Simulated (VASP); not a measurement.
Output of a VASP run:

**OSZICAR**
```
       N       E                     dE             d eps       ncg     rms          rms(c)
DAV:   1     0.298187576475E+03    0.29819E+03   -0.16460E+04  2788   0.237E+03
DAV:   2     0.184357777674E+02   -0.27975E+03   -0.27517E+03  2628   0.543E+02
DAV:   3    -0.210905877538E+02   -0.39526E+02   -0.39015E+02  3186   0.155E+02
DAV:   4    -0.226740815489E+02   -0.15835E+01   -0.15802E+01  4012   0.312E+01
DAV:   5    -0.227350450138E+02   -0.60963E-01   -0.60918E-01  4178   0.532E+00    0.572E+00
DAV:   6    -0.223366856532E+02    0.39836E+00   -0.54141E-01  3202   0.285E+00    0.315E+00
DAV:   7    -0.222286870831E+02    0.10800E+00   -0.36270E-01  2964   0.348E+00    0.621E-01
DAV:   8    -0.222263299893E+02    0.23571E-02   -0.31571E-02  3832   0.139E+00    0.202E-01
DAV:   9    -0.222263081220E+02    0.21867E-04   -0.24684E-03  3542   0.381E-01    0.846E-02
DAV:  10    -0.222263448003E+02   -0.36678E-04   -0.36610E-04  3456   0.131E-01    0.215E-02
DAV:  11    -0.222263436743E+02    0.11260E-05   -0.32409E-05  3166   0.367E-02    0.761E-03
DAV:  12    -0.222263451989E+02   -0.15246E-05   -0.32887E-06  2974   0.101E-02    0.204E-03
DAV:  13    -0.222263454066E+02   -0.20771E-06   -0.53100E-07  1862   0.788E-03
   1 F= -.22226345E+02 E0= -.22224007E+02  d E =-.467734E-02
```

**OUTCAR**
```
------------------------ aborting loop because EDIFF is reached ----------------------------------------
  FORCE on cell =-STRESS in cart. coord.  units (eV):
  Direction    XX          YY          ZZ          XY          YZ          ZX
  --------------------------------------------------------------------------------------
  Total       -0.7903344     -0.7903343     -1.1694066      0.0000000      0.0000000      0.0000000
  in kB      -11.7559067    -11.7559058    -17.3944537      0.0000000      0.0000000      0.0000000
  external PRESSURE =     -13.6354220 kB  Pullay stress =       0.0000000 kB
  volume of cell :      107.71
      direct lattice vectors                 reciprocal lattice vectors
     4.169670000  0.000000000  0.000000000     0.239827133  0.138464265  0.000000000
    -2.084835000  3.611040000  0.000000000     0.000000000  0.276928530  0.000000000
     0.000000000  0.000000000  7.153710000     0.000000000  0.000000000  0.139787607
 POSITION                                       TOTAL-FORCE (eV/Angst)
 -----------------------------------------------------------------------------------
      0.00000      0.00000      0.00000         0.000000      0.000000      0.000000
      2.08484      1.20368      2.66268         0.000000      0.000000     -0.031730
     -0.00000      2.40736      4.49103         0.000000     -0.000000      0.031730
     -0.00000      2.40736      1.87456        -0.000000     -0.000000     -0.164296
      2.08484      1.20368      5.27915         0.000000      0.000000      0.164296
 -----------------------------------------------------------------------------------
    total drift:                                0.000000     -0.000000      0.000000
  FREE ENERGIE OF THE ION-ELECTRON SYSTEM (eV)
  ---------------------------------------------------
  free  energy   TOTEN  =       -22.2263454066 eV

  energy  without entropy=      -22.2216680646  energy(sigma->0) =      -22.22400674
```
(Selected blocks of OUTCAR.)

**POSCAR**
```
Ca(AlGe)2
1
    4.1696700000     0.0000000000     0.0000000000
   -2.0848350000     3.6110400000     0.0000000000
    0.0000000000     0.0000000000     7.1537100000
Ca Al Ge
1 2 2
Direct
  0.0000000000   0.0000000000   0.0000000000
  0.6666670000   0.3333330000   0.3722100000
  0.3333330000   0.6666670000   0.6277900000
  0.3333330000   0.6666670000   0.2620400000
  0.6666670000   0.3333330000   0.7379600000
```

Problem. Reconstruct the remaining input files.

Solution. Several could match; the one computed here: the input of the run itself, PBEsol GGA, plane waves, VASP's PBE PAW potentials (set 64).

### INCAR
```
SYSTEM=Ca(AlGe)2
PREC=Accurate; ENCUT=300; LREAL=.FALSE.
LASPH=.TRUE.
EDIFF=1E-6; NELM=100; ALGO=Normal
LMAXMIX=4
ISMEAR=0; SIGMA=0.1
GGA=PS
ISIF=2
LWAVE=.FALSE.; LCHARG=.FALSE.
```

KPOINTS:
```
Automatic mesh
0
Gamma
9 9 5
0 0 0
```

POTCAR, in this order: Ca_sv Al Ge_d (PBE.64 set). Program: vasp_std.

At this cut-off the stress carries a Pulay error, which pulls relaxed volumes low.

The structure comes from a computed database's Al2CaGe2 entry (P-3m1); how it stands against other phases isn't given here. The cell was not relaxed at this level.
